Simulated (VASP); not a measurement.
Calculation: PBE GGA, VASP's PBE PAW potentials (set 64) (plane waves; VASP).

The input files of a VASP run:

File POSCAR:
```
Ir2Pt
1
   -1.6437240000     1.6437240000     4.0230850000
    1.6437240000    -1.6437240000     4.0230850000
    1.6437240000     1.6437240000    -4.0230850000
Pt Ir
1 2
Direct
  0.0113310000  -0.0292660000  -0.0068590000
  0.3152420000   0.3426270000  -0.0137040000
  0.6734280000   0.6866390000   0.0205630000
```

**KPOINTS**
```
Automatic mesh
0
Gamma
9 9 9
0 0 0
```

**INCAR**
```
# general
SYSTEM =Ir2Pt
PREC   =Accurate
ENCUT  =300
LREAL  =.False.   # projection in real space or not
LASPH  =.True.

# electronic loop
EDIFF  =1E-6   # SCF stop (eV)
NELM   =100
ALGO   =Normal   # blocked Davidson
LMAXMIX=6   # l cut-off of mixed one-centre charges

# smearing
ISMEAR =0   # Gaussian
SIGMA  =0.1

# functional
GGA    =PE

# ions
ISIF   =2

# output
LWAVE  =.False.
LCHARG =.False.
```

POTCAR, in this order: Pt Ir (PBE.64 set). Program: vasp_std.

Output

OUTCAR:
```
 ion  position               nearest neighbor table
   1  0.011  0.971  0.993-   2 2.51   3 2.61   3 2.62   2 2.64   3 2.67   2 2.67   2 2.75   3 2.78
                             2 2.79   3 2.83
   2  0.315  0.343  0.986-   1 2.51   3 2.61   1 2.64   3 2.65   1 2.67   3 2.69   3 2.71   3 2.75
                             1 2.75   1 2.79
   3  0.673  0.687  0.021-   2 2.61   1 2.61   1 2.62   2 2.65   1 2.67   2 2.69   2 2.71   2 2.75
                             1 2.78   1 2.83
  LATTYP: Found a body centered tetragonal cell.
 ALAT       =     3.2874480000
 C/A-ratio  =     2.4475428965
 Subroutine PRICEL returns:
 Original cell was already a primitive cell.
 Subroutine GETGRP returns: Found  1 space group operations
The static configuration has the point symmetry C_1 .
The dynamic configuration has the point symmetry C_1 .
 Subroutine INISYM returns: Found  1 space group operations
 Subroutine IBZKPT returns following result:
 Found    365 irreducible k-points:

 Following reciprocal coordinates:
            Coordinates               Weight
  0.000000  0.000000  0.000000      1.000000
  0.111111  0.000000  0.000000      2.000000
  0.000000  0.111111  0.000000      2.000000
  0.000000  0.111111 -0.111111      2.000000
...
```

### OSZICAR
```
       N       E                     dE             d eps       ncg     rms          rms(c)
DAV:   1     0.169203655047E+03    0.16920E+03   -0.95314E+03 13614   0.966E+02
DAV:   2    -0.146650361851E+02   -0.18387E+03   -0.17676E+03 13632   0.340E+02
DAV:   3    -0.240464326966E+02   -0.93814E+01   -0.88099E+01 16186   0.739E+01
DAV:   4    -0.243234220106E+02   -0.27699E+00   -0.27492E+00 14548   0.119E+01
DAV:   5    -0.243299889618E+02   -0.65670E-02   -0.65644E-02 14912   0.186E+00    0.251E+01
DAV:   6    -0.231052861675E+02    0.12247E+01   -0.24321E+00 13842   0.151E+01    0.122E+01
DAV:   7    -0.229706750014E+02    0.13461E+00   -0.14415E+00 18380   0.146E+01    0.403E+00
DAV:   8    -0.228755666929E+02    0.95108E-01   -0.61537E-01 17510   0.883E+00    0.245E+00
DAV:   9    -0.228729737801E+02    0.25929E-02   -0.99130E-02 18170   0.322E+00    0.808E-01
DAV:  10    -0.228652594509E+02    0.77143E-02   -0.54684E-02 17986   0.263E+00    0.460E-01
DAV:  11    -0.228649734526E+02    0.28600E-03   -0.15760E-03 13886   0.453E-01    0.377E-02
DAV:  12    -0.228649869653E+02   -0.13513E-04   -0.10887E-04 18228   0.979E-02    0.167E-02
DAV:  13    -0.228649866856E+02    0.27977E-06   -0.18599E-05 16670   0.501E-02    0.579E-03
DAV:  14    -0.228649872617E+02   -0.57617E-06   -0.67311E-07  6870   0.103E-02
   1 F= -.22864987E+02 E0= -.22859379E+02  d E =-.112174E-01
```

File OUTCAR:
```
------------------------ aborting loop because EDIFF is reached ----------------------------------------
  FORCE on cell =-STRESS in cart. coord.  units (eV):
  Direction    XX          YY          ZZ          XY          YZ          ZX
  --------------------------------------------------------------------------------------
  Total        5.3423277      5.4260012      3.5176594     -0.6745851     -0.3804536      0.4046400
  in kB      196.8630051    199.9463464    129.6245844    -24.8582382    -14.0195903     14.9108498
  external PRESSURE =     175.4779786 kB  Pullay stress =       0.0000000 kB
  volume of cell :       43.48
      direct lattice vectors                 reciprocal lattice vectors
    -1.643724000  1.643724000  4.023085000     0.000000000  0.304187321  0.124282733
     1.643724000 -1.643724000  4.023085000     0.304187321  0.000000000  0.124282733
     1.643724000  1.643724000 -4.023085000     0.304187321  0.304187321  0.000000000
 POSITION                                       TOTAL-FORCE (eV/Angst)
 -----------------------------------------------------------------------------------
      3.20944      0.05546     -0.04456         1.268170     -1.089487      1.103973
      1.66621      1.57619     -1.32129        -0.596427      1.260917     -1.119516
      0.05552      0.01208      5.38894        -0.671744     -0.171430      0.015542
 -----------------------------------------------------------------------------------
    total drift:                               -0.000004      0.000026      0.000059
  FREE ENERGIE OF THE ION-ELECTRON SYSTEM (eV)
  ---------------------------------------------------
  free  energy   TOTEN  =       -22.8649872617 eV

  energy  without entropy=      -22.8537698295  energy(sigma->0) =      -22.85937855
```
(Selected blocks of OUTCAR.)

OUTCAR:
```
 val. band max:       10.5201759670   @ k =  -0.1111   0.4444   0.1111

 cond. band min:      10.5363557424   @ k =   0.3333  -0.4444   0.3333


 Fermi energy:        10.5216365160

 k-point     1 :       0.0000    0.0000    0.0000
  band No.  band energies     occupation
      1      -0.1180      2.00000
      2       4.6007      2.00000
      3       5.1489      2.00000
      4       5.2669      2.00000
      5       5.3989      2.00000
      6       5.6286      2.00000
      7       6.9425      2.00000
      8       7.2142      2.00000
      9       7.5405      2.00000
     10       7.8157      2.00000
     11       7.8515      2.00000
     12       8.0136      2.00000
     13       8.0724      2.00000
     14       9.8670      2.00000
     15      10.7916      0.00013
     16      10.8334      0.00001
     17      15.5754      0.00000
     18      16.3678      0.00000

 k-point     2 :       0.1111    0.0000    0.0000
  band No.  band energies     occupation
      1       0.1631      2.00000
      2       4.4820      2.00000
      3       5.0835      2.00000
      4       5.2171      2.00000
      5       5.4631      2.00000
      6       5.7065      2.00000
      7       6.6337      2.00000
      8       7.0906      2.00000
      9       7.3798      2.00000
     10       7.5673      2.00000
     11       7.9161      2.00000
     12       8.1128      2.00000
     13       8.3162      2.00000
     14      10.3353      1.99159
     15      10.7178      0.00553
     16      11.2470      0.00000
     17      15.5350      0.00000
     18      17.0834      0.00000

 k-point     3 :       0.0000    0.1111    0.0000
  band No.  band energies     occupation
      1       0.1624      2.00000
      2       4.5043      2.00000
      3       5.0412      2.00000
      4       5.2010      2.00000
      5       5.4483      2.00000
      6       5.7474      2.00000
      7       6.6285      2.00000
      8       7.2113      2.00000
      9       7.4119      2.00000
...
```

At this cut-off the stress carries a Pulay error, which pulls relaxed volumes low. Unless said otherwise, spin-orbit coupling is left out, though it shifts the bands of the heavy elements here.

The structure was generated: Ir2Pt was put into an ordered model structure, which need not be its known phase. The cell was not relaxed at this level, atoms are displaced from their ideal sites. The k-mesh is coarse (spacing up to 0.30 per Å, 2π included), so the numbers may not be converged in it.
